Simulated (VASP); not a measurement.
Calculation: PBEsol GGA, VASP's PBE PAW potentials (set 64) (plane waves; VASP).

VASP ran on this input.

**KPOINTS**
```
Regular mesh
0
Gamma
7 7 7
0 0 0
```

INCAR:
```
ALGO  =  Normal   # blocked Davidson
NSW  =  1
LMAXMIX  =  4   # l cut-off of mixed one-centre charges
LEPSILON  =  .True.
IBRION  =  8   # DFPT with symmetry
GGA  =  PS   # PBEsol
ISMEAR  =  0   # Gaussian
ENCUT  =  400   # plane-wave cut-off (eV)
PREC  =  Accurate
SYSTEM  =  KI
NELM  =  100   # most electronic steps
EDIFF  =  1E-8   # SCF stop (eV)
LREAL  =  .False.
SIGMA  =  0.01   # width (eV)
LASPH  =  .True.
LWAVE  =  .False.
LCHARG  =  .False.
```

POSCAR:
```
KI
1
    0.0000000000     3.5101212033     3.5101212033
    3.5101212033     0.0000000000     3.5101212033
    3.5101212033     3.5101212033     0.0000000000
K I
1 1
Direct
  0.0000000000   0.0000000000   0.0000000000
  0.5000000000   0.5000000000   0.5000000000
```

POTCAR, in this order: K_sv I (PBE.64 set). Program: vasp_std.

What VASP printed:

File OUTCAR:
```


 HEAD OF MICROSCOPIC STATIC DIELECTRIC TENSOR (INDEPENDENT PARTICLE, excluding Hartree and local field effects)
 ------------------------------------------------------
           3.301697    -0.000000    -0.000000
           0.000000     3.301697     0.000000
           0.000000     0.000000     3.301697
 ------------------------------------------------------

 MACROSCOPIC STATIC DIELECTRIC TENSOR (including local field effects in DFT)
 ------------------------------------------------------
           2.945244     0.000000     0.000000
           0.000000     2.945244     0.000000
           0.000000     0.000000     2.945244
 ------------------------------------------------------

 PIEZOELECTRIC TENSOR (including local field effects)  for field in x, y, z        (e  Angst)
          XX          YY          ZZ          XY          YZ          ZX
  --------------------------------------------------------------------------------
  x     0.00000     0.00000     0.00000     0.00000     0.00000     0.00000
  y     0.00000     0.00000     0.00000     0.00000     0.00000     0.00000
  z     0.00000     0.00000     0.00000     0.00000     0.00000     0.00000

 PIEZOELECTRIC TENSOR (including local field effects)  for field in x, y, z        (C/m^2)
          XX          YY          ZZ          XY          YZ          ZX
  --------------------------------------------------------------------------------
  x     0.00000     0.00000     0.00000     0.00000     0.00000     0.00000
  y     0.00000     0.00000     0.00000     0.00000     0.00000     0.00000
  z     0.00000     0.00000     0.00000     0.00000     0.00000     0.00000

 BORN EFFECTIVE CHARGES (including local field effects) (in |e|, cummulative output)
 ---------------------------------------------------------------------------------
 ion    1
    1     1.13633     0.00000    -0.00000
    2     0.00000     1.13633    -0.00000
    3    -0.00000     0.00000     1.13633
 ion    2
    1    -1.13633    -0.00000     0.00000
    2    -0.00000    -1.13633     0.00000
    3     0.00000    -0.00000    -1.13633
```
(Selected blocks of OUTCAR.)

**OUTCAR**
```
 val. band max:       -0.4082390313   @ k =   0.0000   0.0000   0.0000

 cond. band min:       3.4470250761   @ k =   0.0000   0.0000   0.0000


 Fermi energy:        -0.3279807837

 k-point     1 :       0.0000    0.0000    0.0000
  band No.  band energies     occupation
      1     -28.7009      2.00000
      2     -12.2556      2.00000
      3     -12.2556      2.00000
      4     -12.2556      2.00000
      5     -10.9752      2.00000
      6      -0.4082      2.00000
      7      -0.4082      2.00000
      8      -0.4082      2.00000
      9       3.4470      0.00000
     10       6.0095      0.00000
     11       6.0095      0.00000
     12       6.0095      0.00000

 k-point     2 :       0.1429    0.0000    0.0000
  band No.  band energies     occupation
      1     -28.7005      2.00000
      2     -12.2953      2.00000
      3     -12.2561      2.00000
      4     -12.2561      2.00000
      5     -10.9100      2.00000
      6      -0.7550      2.00000
      7      -0.4819      2.00000
      8      -0.4819      2.00000
      9       3.9467      0.00000
     10       5.9194      0.00000
     11       6.2328      0.00000
     12       6.2328      0.00000

 k-point     3 :       0.2857    0.0000    0.0000
  band No.  band energies     occupation
      1     -28.6995      2.00000
      2     -12.3738      2.00000
      3     -12.2572      2.00000
      4     -12.2572      2.00000
      5     -10.7727      2.00000
      6      -1.3597      2.00000
      7      -0.6366      2.00000
      8      -0.6366      2.00000
      9       4.7037      0.00000
     10       6.2583      0.00000
     11       6.7983      0.00000
     12       6.7983      0.00000

 k-point     4 :       0.4286    0.0000    0.0000
  band No.  band energies     occupation
      1     -28.6986      2.00000
      2     -12.4289      2.00000
      3     -12.2581      2.00000
      4     -12.2581      2.00000
      5     -10.6688      2.00000
      6      -1.7514      2.00000
...
```

Unless said otherwise, spin-orbit coupling is left out, though it shifts the bands of the heavy elements here.

The compound is KI in the rock salt structure. It was relaxed first.
